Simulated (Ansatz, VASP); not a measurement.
# AlN: VASP beside Ansatz, part 2 of 2

One calculation is typed for both programs; each brings its own data sets. How far apart do they land? The cell is taken from a series of runs on this material, whose earlier steps may have relaxed, scaled, displaced or heated it; both programs get it as it stands.

VASP 6.6.1 and Ansatz 0.2.0.

So far: The starting structure; Ansatz: zone-centre phonons, r2SCAN.

## 3. VASP: zone-centre phonons, r2SCAN

Level of this step: r2SCAN; plane waves and PAW (Al, N) (VASP).

The same cell, functional and mesh now go to VASP, with its own data sets.

Lines of VASP's logs that name or quote its potential files are left out, and so is its time.

Contents of INCAR:

```
SYSTEM = AlN
PREC = Accurate
ENCUT = 660
EDIFF = 1E-08
NELM = 120
ISMEAR = 0
SIGMA = 0.01
LREAL = .FALSE.
ALGO = Normal
METAGGA = R2SCAN
LASPH = .TRUE.
NBANDS = 14
LORBIT = 11
LWAVE = .FALSE.
LCHARG = .FALSE.
ISIF = 2
IBRION = 6
NFREE = 2
POTIM = 0.015
NSW = 1
GGA_COMPAT = .FALSE.
EFERMI = MIDGAP
LMIXTAU = .TRUE.
KPAR = 2
```

Contents of POSCAR:

```
AlN
1.0
    3.0921331015      0.0000000000      0.0000000000
   -1.5460665507      2.6778658177      0.0000000000
    0.0000000000      0.0000000000      4.9501649271
Al N
2 2
Direct
    0.3333333334      0.6666666668      0.9990517180
    0.6666666668      0.3333333334      0.4990517180
    0.3333333334      0.6666666668      0.3809482820
    0.6666666668      0.3333333334      0.8809482820
```

Contents of KPOINTS:

```
Automatic mesh
0
Gamma
9 9 4
0 0 0
```

Potentials, in the order of the species: Al and N (PBE family, release 64).

Command:

```console
mpirun -np 2 vasp_std
```

Numbers of over 12 decimals in the logs are rounded to 6 here.

The log of the run:

```text
[banner, memory and clock lines left out]
running    2 mpi-ranks, on    1 nodes
 distrk:  each k-point on    1 cores,    2 groups
 distr:  one band on    1 cores,    1 groups

 POSCAR found type information on POSCAR AlN
 POSCAR found :  2 types and       4 ions
|                                                                             |
|               ----> ADVICE to this user running VASP <----                  |
|                                                                             |
|     You enforced a specific xc type in the INCAR file but a different       |
|     [... a line on the potential file left out ...]
|     I HOPE YOU KNOW WHAT YOU ARE DOING!                                     |
|                                                                             |

 LDA part: xc-table for (None), standard interpolation
 POSCAR, INCAR and KPOINTS ok, starting setup
 FFT: planning ... GRIDC
 FFT: planning ... GRID_SOFT
 FFT: planning ... GRID
 WAVECAR not read
 entering main loop
       N       E                     dE             d eps       ncg     rms          rms(c)
DAV:   1     0.488055083325E+02    0.48806E+02   -0.88269E+03  1008   0.129E+03
DAV:   2    -0.422616816048E+02   -0.91067E+02   -0.83472E+02  1470   0.255E+02
DAV:   3    -0.471029721830E+02   -0.48413E+01   -0.48205E+01  1368   0.595E+01
DAV:   4    -0.471427837450E+02   -0.39812E-01   -0.39806E-01  1176   0.639E+00
DAV:   5    -0.471433255851E+02   -0.54184E-03   -0.54180E-03  1362   0.743E-01    0.127E+01
DAV:   6    -0.389685211233E+02    0.81748E+01   -0.11492E+01  1260   0.269E+01    0.566E+00
DAV:   7    -0.379374682185E+02    0.10311E+01   -0.10130E+00  1104   0.913E+00    0.316E+00
DAV:   8    -0.400865301989E+02   -0.21491E+01   -0.10824E+00  1236   0.108E+01    0.224E+00
DAV:   9    -0.382324103982E+02    0.18541E+01   -0.77067E-01  1044   0.102E+01    0.544E-01
DAV:  10    -0.382080615831E+02    0.24349E-01   -0.71676E-02  1146   0.302E+00    0.533E-01
DAV:  11    -0.383023264130E+02   -0.94265E-01   -0.18901E-02  1056   0.129E+00    0.407E-01
DAV:  12    -0.384078729421E+02   -0.10555E+00   -0.23707E-02  1008   0.177E+00    0.249E-01
DAV:  13    -0.384464478355E+02   -0.38575E-01   -0.17924E-02  1032   0.128E+00    0.114E-01
DAV:  14    -0.384471091184E+02   -0.66128E-03   -0.15069E-03  1140   0.477E-01    0.975E-02
[...]
DAV:  21    -0.384488440073E+02    0.24683E-05   -0.64219E-08  1314   0.321E-03    0.142E-03
DAV:  22    -0.384488464894E+02   -0.24820E-05   -0.10905E-07  1140   0.433E-03    0.687E-04
DAV:  23    -0.384488457352E+02    0.75419E-06   -0.14272E-08   840   0.178E-03    0.422E-04
DAV:  24    -0.384488459965E+02   -0.26133E-06   -0.52418E-09   684   0.693E-04    0.453E-05
DAV:  25    -0.384488458211E+02    0.17540E-06   -0.87601E-10   594   0.393E-04    0.284E-05
DAV:  26    -0.384488458723E+02   -0.51243E-07   -0.70183E-11   576   0.120E-04    0.137E-05
DAV:  27    -0.384488458602E+02    0.12099E-07   -0.73600E-11   558   0.122E-04    0.766E-06
DAV:  28    -0.384488458694E+02   -0.91982E-08   -0.11862E-11   558   0.393E-05
   1 F= -.38448846E+02 E0= -.38448846E+02  d E =0.000000E+00
[... from here on, the cycles between the ionic steps are left out ...]
   2 F= -.38446916E+02 E0= -.38446916E+02  d E =0.000000E+00
   4 F= -.38446235E+02 E0= -.38446235E+02  d E =0.000000E+00
   5 F= -.38446202E+02 E0= -.38446202E+02  d E =0.000000E+00
   6 F= -.38446901E+02 E0= -.38446901E+02  d E =0.000000E+00
   7 F= -.38446901E+02 E0= -.38446901E+02  d E =0.000000E+00
   8 F= -.38446467E+02 E0= -.38446467E+02  d E =0.000000E+00
 Finite differences progress:
  Degree of freedom:   4/  4
  Displacement:        1/  2
  Total:               7/  8
 bond charge predicted
       N       E                     dE             d eps       ncg     rms          rms(c)
DAV:   1    -0.384503483268E+02   -0.38813E-02   -0.33474E+00  1204   0.146E+01    0.346E-01
DAV:   2    -0.384469991420E+02    0.33492E-02   -0.24942E-02  1594   0.142E+00    0.162E-01
DAV:   3    -0.384439684848E+02    0.30307E-02   -0.50419E-03  1438   0.953E-01    0.604E-02
DAV:   4    -0.384456869664E+02   -0.17185E-02   -0.24416E-03  1276   0.681E-01    0.319E-02
DAV:   5    -0.384462055517E+02   -0.51859E-03   -0.61144E-04  1318   0.353E-01    0.189E-02
DAV:   6    -0.384462670375E+02   -0.61486E-04   -0.19572E-04  1378   0.189E-01    0.101E-02
DAV:   7    -0.384463486625E+02   -0.81625E-04   -0.24289E-05  1414   0.627E-02    0.518E-03
DAV:   8    -0.384463465514E+02    0.21111E-05   -0.25334E-06  1552   0.236E-02    0.444E-03
DAV:   9    -0.384463513376E+02   -0.47861E-05   -0.70784E-07  1492   0.111E-02    0.175E-03
DAV:  10    -0.384463533523E+02   -0.20148E-05   -0.16872E-06  1318   0.170E-02    0.938E-04
DAV:  11    -0.384463537062E+02   -0.35388E-06   -0.19383E-07  1390   0.479E-03    0.900E-04
DAV:  12    -0.384463537219E+02   -0.15634E-07   -0.77376E-09  1208   0.115E-03    0.373E-04
DAV:  13    -0.384463538705E+02   -0.14859E-06   -0.19233E-08  1358   0.181E-03    0.498E-04
DAV:  14    -0.384463539388E+02   -0.68347E-07   -0.23812E-09   746   0.655E-04    0.906E-05
DAV:  15    -0.384463539261E+02    0.12672E-07   -0.29706E-10   734   0.202E-04    0.343E-05
DAV:  16    -0.384463539396E+02   -0.13467E-07   -0.13068E-10   692   0.173E-04    0.304E-05
DAV:  17    -0.384463539335E+02    0.60916E-08   -0.38696E-11   674   0.862E-05
   9 F= -.38446354E+02 E0= -.38446354E+02  d E =0.000000E+00
 Finite differences progress:
  Degree of freedom:   4/  4
  Displacement:        2/  2
  Total:               8/  8
```

OUTCAR, selected parts (step 3):

```text
ion  position               nearest neighbor table
   1  0.333  0.667  0.999-   4 1.88   4 1.88   4 1.88   3 1.89   2 3.05   2 3.05   2 3.05   2 3.05
                             2 3.05   2 3.05
   2  0.667  0.333  0.499-   3 1.88   3 1.88   3 1.88   4 1.89   1 3.05   1 3.05   1 3.05   1 3.05
                             1 3.05   1 3.05
   3  0.333  0.667  0.381-   2 1.88   2 1.88   2 1.88   1 1.89
   4  0.667  0.333  0.881-   1 1.88   1 1.88   1 1.88   2 1.89

  LATTYP: Found a hexagonal cell.
 ALAT       =     3.0921331015
 C/A-ratio  =     1.6008899891

 Subroutine GETGRP returns: Found 12 space group operations
 (whereof  6 operations were pure point group operations)

The static configuration has the point symmetry C_3v.
 The point group associated with its full space group is C_6v.

 Found     36 irreducible k-points:

   k-points           NKPTS =     36   k-points in BZ     NKDIM =     36   number of bands    NBANDS=     14

   dimension x,y,z NGX =    28 NGY =   28 NGZ =   42
   dimension x,y,z NGXF=    56 NGYF=   56 NGZF=   84

   ENCUT  =  660.0 eV  48.51 Ry    6.96 a.u.   6.48  6.48 10.37*2*pi/ulx,y,z

   NELECT =      16.0000    total number of electrons

 k-points in reciprocal lattice and weights: Automatic mesh
   0.00000000  0.00000000  0.00000000       0.003
   0.11111111  0.00000000  0.00000000       0.019
   0.22222222  0.00000000  0.00000000       0.019
   0.33333333  0.00000000  0.00000000       0.019
   0.44444444  0.00000000  0.00000000       0.019
   0.11111111  0.11111111  0.00000000       0.019
   0.22222222  0.11111111  0.00000000       0.037
   0.33333333  0.11111111  0.00000000       0.037
   0.44444444  0.11111111  0.00000000       0.019
[...]
0.33333333  0.22222222  0.50000000       0.037
   0.33333333  0.33333333  0.50000000       0.006

 average (electrostatic) potential at core
       1 -74.2819       2 -74.3348       3 -62.5564       4 -62.5621

 E-fermi :   8.5847

 k-point     1 :       0.0000    0.0000    0.0000
  band No.  band energies     occupation
    ...
      4       5.1763      2.00000
      5       5.1763      2.00000
      6       5.8434      2.00000
      7       5.8434      2.00000
      8       6.0464      2.00000
      9      11.1229      0.00000
     10      13.7275      0.00000
     11      17.7943      0.00000
     12      18.2130      0.00000
     13      18.2130      0.00000
    ...

 k-point     2 :       0.1111    0.0000    0.0000
  band No.  band energies     occupation
    ...
      4       4.4689      2.00000
      5       4.9720      2.00000
      6       5.1750      2.00000
      7       5.8174      2.00000
      8       5.9753      2.00000
      9      11.8062      0.00000
     10      14.3466      0.00000
     11      17.0131      0.00000
     12      17.2748      0.00000
     13      18.6987      0.00000
    ...

 k-point     3 :       0.2222    0.0000    0.0000
  band No.  band energies     occupation
    ...
      4       2.9414      2.00000
      5       3.8952      2.00000
      6       4.5523      2.00000
      7       5.6871      2.00000
      8       5.7096      2.00000
      9      12.9395      0.00000
     10      14.7890      0.00000
     11      15.3032      0.00000
     12      16.9910      0.00000
     13      18.8859      0.00000
    ...

  Total        0.6609490      0.6609490      0.9567989      0.0000000      0.0000000     -0.0000000
  in kB       25.8352012     25.8352012     37.3993942      0.0000000      0.0000000     -0.0000000
  external PRESSURE =      29.6899322 kB  Pullay stress =       0.0000000 kB

  energy-cutoff  :      660.00
  volume of cell :       40.99
      direct lattice vectors                 reciprocal lattice vectors
     3.092133101  0.000000000  0.000000000     0.323401344  0.186715853  0.000000000
    -1.546066551  2.677865818  0.000000000     0.000000000  0.373431706  0.000000000
     0.000000000  0.000000000  4.950164927     0.000000000  0.000000000  0.202013471

 POSITION                                       TOTAL-FORCE (eV/Angst)
 -----------------------------------------------------------------------------------
      0.00000      1.78524      4.94547         0.000000     -0.000000     -0.106534
      1.54607      0.89262      2.47039        -0.000000     -0.000000     -0.103729
      0.00000      1.78524      1.87076        -0.000000      0.000000      0.329516
      1.54607      0.89262      4.36084         0.000000     -0.000000     -0.119254
 -----------------------------------------------------------------------------------
    total drift:                               -0.000000     -0.000000      0.016131

  FREE ENERGIE OF THE ION-ELECTRON SYSTEM (eV)
  ---------------------------------------------------
  free  energy   TOTEN  =       -38.4463539335 eV

  energy  without entropy=      -38.4463539335  energy(sigma->0) =      -38.44635393

 Eigenvectors and eigenvalues of the dynamical matrix
 ----------------------------------------------------

   1 f  =   22.644879 THz   142.281969 2PiTHz  755.351848 cm-1    93.651651 meV
             X         Y         Z           dx          dy          dz
      0.000000  1.785244  4.945471     0.000000   -0.000000   -0.010575
      1.546067  0.892622  2.470388     0.000000   -0.000000    0.010575
      0.000000  1.785244  1.885757    -0.000000    0.000000   -0.707028
      1.546067  0.892622  4.360839    -0.000000    0.000000    0.707028

   2 f  =   20.869471 THz   131.126754 2PiTHz  696.130621 cm-1    86.309158 meV
             X         Y         Z           dx          dy          dz
      0.000000  1.785244  4.945471     0.397850    0.112002    0.000000
      1.546067  0.892622  2.470388     0.397850    0.112002   -0.000000
      0.000000  1.785244  1.885757    -0.552267   -0.155473    0.000000
      1.546067  0.892622  4.360839    -0.552267   -0.155473    0.000000

   3 f  =   20.869471 THz   131.126754 2PiTHz  696.130621 cm-1    86.309158 meV
             X         Y         Z           dx          dy          dz
      0.000000  1.785244  4.945471     0.112002   -0.397850    0.000000
      1.546067  0.892622  2.470388     0.112002   -0.397850   -0.000000
      0.000000  1.785244  1.885757    -0.155473    0.552267   -0.000000
      1.546067  0.892622  4.360839    -0.155473    0.552267   -0.000000

   4 f  =   20.526079 THz   128.969157 2PiTHz  684.676290 cm-1    84.889003 meV
             X         Y         Z           dx          dy          dz
      0.000000  1.785244  4.945471    -0.365621   -0.102929   -0.000000
      1.546067  0.892622  2.470388     0.365621    0.102929    0.000000
      0.000000  1.785244  1.885757    -0.574112   -0.161623   -0.000000
      1.546067  0.892622  4.360839     0.574112    0.161623   -0.000000

   5 f  =   20.526079 THz   128.969157 2PiTHz  684.676290 cm-1    84.889003 meV
             X         Y         Z           dx          dy          dz
      0.000000  1.785244  4.945471     0.102929   -0.365621    0.000000
      1.546067  0.892622  2.470388    -0.102929    0.365621   -0.000000
      0.000000  1.785244  1.885757     0.161623   -0.574112   -0.000000
      1.546067  0.892622  4.360839    -0.161623    0.574112   -0.000000

   6 f  =   19.115624 THz   120.107010 2PiTHz  637.628596 cm-1    79.055835 meV
             X         Y         Z           dx          dy          dz
      0.000000  1.785244  4.945471    -0.000000    0.000000    0.415044
      1.546067  0.892622  2.470388     0.000000   -0.000000    0.415044
      0.000000  1.785244  1.885757    -0.000000    0.000000   -0.572485
      1.546067  0.892622  4.360839     0.000000   -0.000000   -0.572485

   7 f  =   17.122592 THz   107.584420 2PiTHz  571.148197 cm-1    70.813319 meV
             X         Y         Z           dx          dy          dz
      0.000000  1.785244  4.945471    -0.000000    0.000000    0.707028
      1.546067  0.892622  2.470388     0.000000   -0.000000   -0.707028
      0.000000  1.785244  1.885757    -0.000000    0.000000   -0.010575
      1.546067  0.892622  4.360839     0.000000   -0.000000    0.010575

   8 f  =    7.509516 THz    47.183681 2PiTHz  250.490491 cm-1    31.056849 meV
             X         Y         Z           dx          dy          dz
      0.000000  1.785244  4.945471    -0.574112   -0.161621   -0.000000
      1.546067  0.892622  2.470388     0.574112    0.161621    0.000000
      0.000000  1.785244  1.885757     0.365622    0.102928    0.000000
      1.546067  0.892622  4.360839    -0.365622   -0.102928   -0.000000

   9 f  =    7.509516 THz    47.183681 2PiTHz  250.490491 cm-1    31.056849 meV
             X         Y         Z           dx          dy          dz
      0.000000  1.785244  4.945471    -0.161621    0.574112   -0.000000
      1.546067  0.892622  2.470388     0.161621   -0.574112    0.000000
      0.000000  1.785244  1.885757     0.102928   -0.365622    0.000000
      1.546067  0.892622  4.360839    -0.102928    0.365622    0.000000

  10 f/i=    0.000454 THz     0.002852 2PiTHz    0.015139 cm-1     0.001877 meV
             X         Y         Z           dx          dy          dz
      0.000000  1.785244  4.945471     0.553698    0.150297   -0.000000
      1.546067  0.892622  2.470388     0.553698    0.150297   -0.000000
      0.000000  1.785244  1.885757     0.398881    0.108273   -0.000000
      1.546067  0.892622  4.360839     0.398881    0.108273   -0.000000

  11 f/i=    0.000454 THz     0.002852 2PiTHz    0.015139 cm-1     0.001877 meV
             X         Y         Z           dx          dy          dz
      0.000000  1.785244  4.945471    -0.150297    0.553698    0.000000
      1.546067  0.892622  2.470388    -0.150297    0.553698    0.000000
      0.000000  1.785244  1.885757    -0.108273    0.398881    0.000000
      1.546067  0.892622  4.360839    -0.108273    0.398881    0.000000

  12 f/i=    0.058082 THz     0.364940 2PiTHz    1.937409 cm-1     0.240208 meV
             X         Y         Z           dx          dy          dz
      0.000000  1.785244  4.945471     0.000000    0.000000    0.572485
      1.546067  0.892622  2.470388     0.000000    0.000000    0.572485
      0.000000  1.785244  1.885757     0.000000    0.000000    0.415044
      1.546067  0.892622  4.360839     0.000000    0.000000    0.415044

 ELASTIC MODULI CONTR FROM IONIC RELAXATION (kBar)
 Direction    XX          YY          ZZ          XY          YZ          ZX
 --------------------------------------------------------------------------------
 XX        -786.7389    383.2757    451.0609     -0.0000     -0.0000      0.0000
 YY         383.2757   -786.7389    451.0609     -0.0000      0.0000     -0.0000
 ZZ         451.0609    451.0609  -1008.5474      0.0000     -0.0000      0.0000
 XY          -0.0000     -0.0000      0.0000   -585.0073     -0.0000      0.0000
 YZ           0.0000      0.0000     -0.0000     -0.0000   -154.3052     -0.0000
 ZX           0.0000     -0.0000      0.0000     -0.0000     -0.0000   -154.3049
 --------------------------------------------------------------------------------

 total charge
# of ion       s       p       d       tot
------------------------------------------
    1        0.370   0.458   0.000   0.828
    2        0.370   0.458   0.000   0.828
    3        1.229   2.680   0.000   3.909
    4        1.229   2.680   0.000   3.909
--------------------------------------------------
tot          3.198   6.277   0.000   9.474

[... 3 further parts left out ...]
```

The last energy, forces, stress and levels in OUTCAR belong to the last displaced cell, not to the cell of POSCAR.

Levels, forces or a CONTCAR printed for this step are those of its last displaced cell, not of the structure at rest.

## 4. Comparison

Known differences besides the potentials themselves: VASP keeps PBE cores, Ansatz makes them for the functional; fixed occupations in Ansatz, narrow Gaussian smearing in VASP; the cutoff is 500 eV in Ansatz and 660 eV in VASP; VASP uses finite displacements, Ansatz perturbation theory. Total energies have different zeros and are not compared.

The two programs side by side:

```csv
quantity,Ansatz,VASP,difference
optical mode 1 to 2 (cm⁻¹),249.6,250.5,-0.34 %
optical mode 3 (cm⁻¹),566.9,571.1,-0.74 %
optical mode 4 (cm⁻¹),633.6,637.6,-0.63 %
optical mode 5 to 6 (cm⁻¹),680.3,684.7,-0.64 %
optical mode 7 to 8 (cm⁻¹),692.0,696.1,-0.59 %
optical mode 9 (cm⁻¹),751.9,755.4,-0.46 %
```

Modes are paired by rising frequency, not by their patterns, so a pair may set unlike modes beside each other; they are those without the splitting of longitudinal modes.

## 5. Summary of results

| Property | Result |
| --- | --- |
| r.m.s. difference of the optical zone-centre modes, each program's sorted by frequency (zone-centre phonons, r2SCAN) | 3.7 cm⁻¹ |
| difference in optical mode 3 (zone-centre phonons, r2SCAN) | -0.7 % |

What this shows: The r.m.s. difference of the optical zone-centre modes, each program's sorted by frequency is 3.7 cm⁻¹ (zone-centre phonons, r2SCAN). Among the rows given in per cent, the largest difference of the zone-centre phonons, r2SCAN pair is in optical mode 3, -0.7 %. How closely two codes agree says nothing of how well the functional describes the real material.

[Lines on the potential files, build, host, timing and source positions are cut from VASP's logs without a mark.]

[Logs are printed without paths, hosts, clocks, repeated set-up lines and the standing remarks that a program may print on its own settings, such as how far it seeks lower states.]

[Hosts, paths, dates, database ids (printed as entryN), source tags and the programs' standing remarks are cut or masked in the printed files.]
